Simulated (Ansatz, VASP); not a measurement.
# NiO: VASP beside Ansatz

Aim: how closely do two programs agree when they are given the same cell, functional and k mesh? The cell is taken from a series of runs on this material, whose earlier steps may have relaxed, scaled, displaced or heated it; both programs get it as it stands. Other levels of theory on this material are compared in a session of their own.

Program: Ansatz 0.2.0. Level of theory: plane waves, with VASP 6.6.1 beside it; single point at PBEsol, DFT+U. Results are calculated unless marked as measured.

### Step 1. Starting point

It takes space group Fm-3m (No. 225, cubic). Conventional cell: a = 4.172 Å, b = 4.172 Å, c = 4.172 Å, α = 90.00°, β = 90.00°, γ = 90.00°. Nearest to Ni lie 6 O at 2.09 Å. O has 6 Ni at 2.09 Å nearest. Farther neighbours and most contacts between anions are not listed.

### Step 2. Ansatz: single point, PBEsol, DFT+U

Ansatz runs on its default PAW (the set named soft_2) files.

A single point gives forces, pressure and levels at one fixed geometry, so differences don't come from the geometry; what else differs is listed under the comparison.

input.yaml reads:

```yaml
crystal:
  lattice:
    - [0.0, 2.085901641, 2.085901641]
    - [-2.085901641, 0.0, -2.085901641]
    - [-4.171803282, -4.171803282, 4.171803282]
  atoms:
    - { symbol: Ni, position: [0.0, 0.0, 0.0], spin: 2.0 }
    - { symbol: Ni, position: [0.333333333, 0.666666667, 0.666666667], spin: 2.0 }
    - { symbol: Ni, position: [0.666666667, 0.333333333, 0.333333333], spin: 2.0 }
    - { symbol: O, position: [0.666666667, 0.333333333, 0.833333333] }
    - { symbol: O, position: [0.0, 0.0, 0.5] }
    - { symbol: O, position: [0.333333333, 0.666666667, 0.166666667] }
magnetization:
  spin_polarized: true
kpoints:
  mp_grid: { grid: [10, 10, 4] }
hamiltonian:
  xc: pbesol
  hubbard:
    sites:
      - { species: Ni, l: d, u_eff: 6.0 }
      - { site: 0, l: d, u_eff: 6.0, starting_ns: [{ spin: up, occupation_matrix: ni1_major }, { spin: down, occupation_matrix: ni1_minor }] }
      - { site: 1, l: d, u_eff: 6.0, starting_ns: [{ spin: up, occupation_matrix: ni1_major }, { spin: down, occupation_matrix: ni1_minor }] }
      - { site: 2, l: d, u_eff: 6.0, starting_ns: [{ spin: up, occupation_matrix: ni1_major }, { spin: down, occupation_matrix: ni1_minor }] }
    projectors: ortho-atomic
    occupation_matrices:
      ni1_major:
        matrix:
          - [0.998, 0.0, 0.0, 0.0, 0.0]
          - [0.0, 0.999, 0.0, 0.0, 0.0]
          - [0.0, 0.0, 0.999, 0.0, 0.0]
          - [0.0, 0.0, 0.0, 0.998, 0.0]
          - [0.0, 0.0, 0.0, 0.0, 0.999]
      ni1_minor:
        matrix:
          - [0.154, 0.0, 0.0, 0.0, 0.0]
          - [0.0, 0.997, 0.0, 0.0, 0.0]
          - [0.0, 0.0, 0.997, 0.0, 0.0]
          - [0.0, 0.0, 0.0, 0.154, 0.0]
          - [0.0, 0.0, 0.0, 0.0, 0.997]
scf:
  occupations: { method: fermi_dirac, width: 0.05 }
output:
  eigenvalues: true
```

Command:

```console
ansatz run input.yaml --threads 4 --pin off --max-ram 8192MiB --backend cpu --events-out ev --progress --plain --runs-dir out
```

Numbers of over 12 decimals in the logs are rounded to 6 here.

Output:

```text
Engine: ansatz 0.2.0, aarch64-unknown-linux-gnu
Pseudopotentials: kind: paw
Pseudopotential: Ni, paw, valence charge 18, recommended cutoff 420 eV (normal), Ni.paw.azcp
Pseudopotential: O, paw, valence charge 6, recommended cutoff 420 eV (normal), O.paw.azcp
Functional definition: PBEsol
  exchange = pbesol_x
  correlation = pbesol_c
Crystal: 6 atoms, lattice volume = 54.454 Å³
Basis set: ecut = 420 eV, 1057 PW (Γ)
Bands: 47, of which v1, the nominal top of the filled ones, is band 36 counted from 1 (35 counted from 0)
Symmetry: 36 space group operations
Space group: Fm-3m (ITA 225), of the structure as read, at distance tolerance 3.8e-5 Å
Magnetic group: BNS 225.116 (UNI 1618), of the structure as read, at distance tolerance 3.8e-5 Å
k-points: 50 of 400
Non-local potential: Ni, projectors of the file, l = 0: 3, l = 1: 2, l = 2: 3, l = 3: 1
Non-local potential: O, projectors of the file, l = 0: 2, l = 1: 2, l = 2: 1
PAW form: soft (Blöchl's): semilocal exchange-correlation on the pseudo side does not see the compensation charge
PAW frozen core: Ni, regenerated for the run's functional, and the local potential with it (the file was generated under x = pbe(κ = 0.804, μ = 0.219515), c = pbe(β = 0.066725))
PAW frozen core: O, regenerated for the run's functional, and the local potential with it (the file was generated under x = pbe(κ = 0.804, μ = 0.219515), c = pbe(β = 0.066725))
PAW one-centre angular grid: Ni, 590 points (default); XC on 64 Gauss nodes
PAW one-centre angular grid: O, 110 points (default); XC on 64 Gauss nodes
Initial density: superposition of atomic densities (chi_scale 0.1, normalization cell, long waves kept (reshape's long-wave potential 0.00 eV rms))
Starting moments: Σ|m| = 6 μB on 3 of 6 sites
Initial wavefunctions: pseudopotential atomic-orbital guess
Functional: x = pbesol(κ = 0.804, μ = 0.123457), c = pbesol(β = 0.046)
SCF iter   1: F=—  HF=-19092.347113 eV  |F-HF|=—  |Δ(HF+E_count)|=         —  Δρ=2.44e-1 (↑7.82e-2 ↓2.44e-1)  dr2=3.95e1  dr2_m=4.11e0  M=3.898 μB ∫|m|=3.900 μB  β_m=0.30  ethr=3.10e-3  ⟨swp⟩=5.1  Hψ=15369  notcnv=0
preconditioner: auto → Kerker (q_TF=auto, 2.858 Å⁻¹)  [metal: Δε(μ)=0.008 eV  Ē_g=14.681 eV  σ=0.050 eV  W_gap=0.04  n_scr=24 (ndim 8)  ℏωp=34.9 eV  f_vac=0.000  D(μ)=5.60/eV (n_scr^D=68)]
spin=Collinear: Kerker preconditioning applied to the charge; magnetization (m = ρ↑ − ρ↓) channel mixes plain (no charge-response kernel on spin).
SCF iter   2: F=—  HF=-19088.648927 eV  |F-HF|=—  |Δ(HF+E_count)|=    3.70e0  Δρ=8.76e-2 (↑3.96e-2 ↓8.76e-2)  dr2=1.06e0  dr2_m=1.24e0  M=6.000 μB ∫|m|=6.008 μB  β_m=1.00  ethr=3.10e-3  ⟨swp⟩=3.2  Hψ=10491  notcnv=0  defer=386
preconditioner: auto → Resta (q_TF=auto, 2.858 Å⁻¹)  ε∞=7.0  [insulator: Δε(μ)=1.048 eV  Ē_g=14.259 eV  σ=0.050 eV  W_gap=1.00  n_scr=24 (ndim 8)  ℏωp=34.9 eV  f_vac=0.000  D(μ)=0.00/eV (n_scr^D=0)  ε∞_Penn≈7.0]
spin=Collinear: Resta preconditioning applied to the charge; magnetization (m = ρ↑ − ρ↓) channel mixes plain (no charge-response kernel on spin).
SCF iter   3: F=—  HF=-19088.560189 eV  |F-HF|=—  |Δ(HF+E_count)|=   8.87e-2  Δρ=3.33e-2 (↑3.33e-2 ↓3.14e-2)  dr2=5.03e-1  dr2_m=7.05e-3  M=6.000 μB ∫|m|=6.021 μB  β_m=1.00  ethr=1.48e-3  ⟨swp⟩=3.3  Hψ=9456  notcnv=0  defer=481
SCF iter   4: F=—  HF=-19089.071807 eV  |F-HF|=—  |Δ(HF+E_count)|=   5.12e-1  Δρ=1.16e-2 (↑1.02e-2 ↓1.16e-2)  dr2=1.64e-1  dr2_m=9.35e-4  M=6.000 μB ∫|m|=6.022 μB  β_m=0.30  ethr=6.98e-4  ⟨swp⟩=2.8  Hψ=8333  notcnv=0  defer=488
Mixer restart at iter 4: flushing history
spin-set hold released at iteration 4 (site moments contracting): the magnetisation degrees of freedom join the quasi-Newton model from the next iteration; the mixer history was flushed
SCF iter   5: F=—  HF=-19089.242261 eV  |F-HF|=—  |Δ(HF+E_count)|=   1.70e-1  Δρ=4.97e-3 (↑3.39e-3 ↓4.97e-3)  dr2=1.01e-2  dr2_m=1.99e-3  M=6.000 μB ∫|m|=6.024 μB  β_m=0.46  ethr=2.27e-4  ⟨swp⟩=2.9  Hψ=7693  notcnv=0  defer=488
SCF iter   6: F=—  HF=-19089.438221 eV  |F-HF|=—  |Δ(HF+E_count)|=   1.96e-1  Δρ=2.56e-3 (↑1.54e-3 ↓2.56e-3)  dr2=2.42e-3  dr2_m=9.26e-4  M=6.000 μB ∫|m|=6.025 μB  β_m=0.62  ethr=1.41e-5  ⟨swp⟩=2.0  Hψ=9592  notcnv=0  defer=478
SCF iter   7: F=—  HF=-19089.481334 eV  |F-HF|=—  |Δ(HF+E_count)|=   4.31e-2  Δρ=1.12e-3 (↑5.69e-4 ↓1.12e-3)  dr2=1.01e-3  dr2_m=7.44e-5  M=6.000 μB ∫|m|=6.025 μB  β_m=0.65  ethr=3.37e-6  ⟨swp⟩=2.0  Hψ=8190  notcnv=0  defer=478
SCF iter   8: F=—  HF=-19089.481208 eV  |F-HF|=—  |Δ(HF+E_count)|=   1.26e-4  Δρ=2.37e-4 (↑2.19e-4 ↓2.37e-4)  dr2=6.00e-5  dr2_m=5.75e-6  M=6.000 μB ∫|m|=6.024 μB  β_m=0.72  ethr=1.40e-6  ⟨swp⟩=2.0  Hψ=6101  notcnv=0  defer=478
SCF iter   9: F=—  HF=-19089.481243 eV  |F-HF|=—  |Δ(HF+E_count)|=   3.50e-5  Δρ=1.15e-4 (↑8.96e-5 ↓1.15e-4)  dr2=8.95e-6  dr2_m=1.60e-7  M=6.000 μB ∫|m|=6.024 μB  β_m=0.86  ethr=8.34e-8  ⟨swp⟩=2.0  Hψ=6332  notcnv=0  defer=478
SCF iter  10: F=—  HF=-19089.481247 eV  |F-HF|=—  |Δ(HF+E_count)|=   3.78e-6  Δρ=1.32e-5 (↑1.28e-5 ↓1.32e-5)  dr2=2.57e-7  dr2_m=3.79e-10  M=6.000 μB ∫|m|=6.024 μB  β_m=0.93  ethr=1.24e-8  ⟨swp⟩=2.3  Hψ=6330  notcnv=0  defer=478
SCF iter  11: F=-19089.481247 eV  HF=-19089.481247 eV  |F-HF|=7.56e-9  |Δ(HF+E_count)|=   1.38e-7  Δρ=3.87e-6 (↑3.53e-6 ↓3.87e-6)  dr2=1.82e-8  dr2_m=7.08e-11  M=6.000 μB ∫|m|=6.024 μB  ethr=1.39e-10  ⟨swp⟩=8.3  Hψ=16554  notcnv=0
SCF 1 converged in 11 iterations: F = -19089.481247 eV  dr2 = 1.82e-8
  greatest PAW one-centre occupation: 1.002 electrons in one spin orbital (limit 2), on the Ni atom at site 2 (counted from 0), in its partial waves of l = 1
SCF converged after 11 iterations
Magnetization: 6.0000 μB (39.0000 up, 33.0000 down)
Absolute magnetization: 6.0212 μB (∫|ρ↑−ρ↓|, with the PAW one-centre terms)
Spin contamination: 0.0048 ħ² per cell (⟨S²⟩ above its minimum at these occupations)
Per-site moments (μB) at R_I (Å): [(1.705461, 0.860434), (1.705461, 0.860434), (1.705461, 0.860434), (0.221246, 0.860434), (0.221246, 0.860434), (0.221246, 0.860434)]
Free energy (F): -19089.481247 eV
Harris-Foulkes:  -19089.481247 eV  (|F-HF|=7.56e-9)
Internal energy: -19089.481247 eV  (E = F + TS)
E sigma→0 (E₀):  -19089.481247 eV
Fermi energy:    14.659950 eV
--- Per-component energies (eV) ---
  E_band       = -1069.186125
  E_kinetic    = 1349.401289
  E_local      = -11937.271294  (includes V_loc(G=0)·N_el)
  E_nonlocal   = 2073.485083
  E_hartree    = 4895.219234
  E_xc         = -464.262199
  E_vxc        = -598.384468  (∫ρ·V_xc dr)
  E_hubbard    = 2.507332  (on-site DFT+U / exact-exchange correction)
  E_vhub       = -69.580598  (the Hubbard potential's part of the band-sum identity)
  E_paw        = -5244.871192  (= ΣΔE_a)
  E_vpaw       = -1677.288310  (= ΣTr[D̂ρ^β])
  E_aug_tail   = 0.009501  (compensation charges beyond the density's cutoff)
  E_ewald      = -9764.396731
  E_core_change = 0.697730  (= ΣΔE_core)
  E_smearing   = -0.000000  (= −TS)
  E_closure    = -0.000000  (closes the sum)
  Σ components = -19089.481247   (vs F -19089.481247, Δ=0.00e0)
--- Specified on-site occupations, and those of the state reported ---
  electrons in the specified blocks: 24.8760 specified, 24.8651 found
  site 1 (l=d) ↓: largest change of an orbital's occupation 0.0005; electrons 3.2990 specified, 3.2972 found; spectral distance 0.0008
  site 2 (l=d) ↓: largest change of an orbital's occupation 0.0005; electrons 3.2990 specified, 3.2972 found; spectral distance 0.0008
  site 0 (l=d) ↓: largest change of an orbital's occupation 0.0005; electrons 3.2990 specified, 3.2972 found; spectral distance 0.0008
  site 1 (l=d) ↑: largest change of an orbital's occupation 0.0004; electrons 4.9930 specified, 4.9911 found; spectral distance 0.0008
  site 2 (l=d) ↑: largest change of an orbital's occupation 0.0004; electrons 4.9930 specified, 4.9911 found; spectral distance 0.0008
  site 0 (l=d) ↑: largest change of an orbital's occupation 0.0004; electrons 4.9930 specified, 4.9911 found; spectral distance 0.0008
--- Band table (eV; the first three rows and the last of 100) ---
  k-point 0 ↑: bands = [... 32 lower, 11.8294, 11.8294, 11.8294, 13.3225, 13.3225, 13.3225, 13.3225, 15.8690, ... 7 higher]
  k-point 1 ↑: bands = [... 32 lower, 11.4025, 11.9907, 11.9907, 12.8785, 12.8785, 13.6310, 13.6310, 16.4149, ... 7 higher]
  k-point 2 ↑: bands = [... 32 lower, 10.6940, 12.3918, 12.3918, 12.3918, 12.3918, 13.7418, 13.7418, 17.5430, ... 7 higher]
  k-point 49 ↓: bands = [... 32 lower, 11.3478, 16.3594, 16.5839, 16.5839, 16.9162, 17.2222, 17.2222, 22.9554, ... 7 higher]
Occupation matrices written to <dir>
```

(Part 1 of 2 ends here.)

[Lines on the potential files, build, host, timing and source positions are cut from VASP's logs without a mark.]

[Logs are printed without paths, hosts, clocks, repeated set-up lines and the standing remarks that a program may print on its own settings, such as how far it seeks lower states.]

[Hosts, paths, dates, database ids (printed as entryN), source tags and the programs' standing remarks are cut or masked in the printed files.]
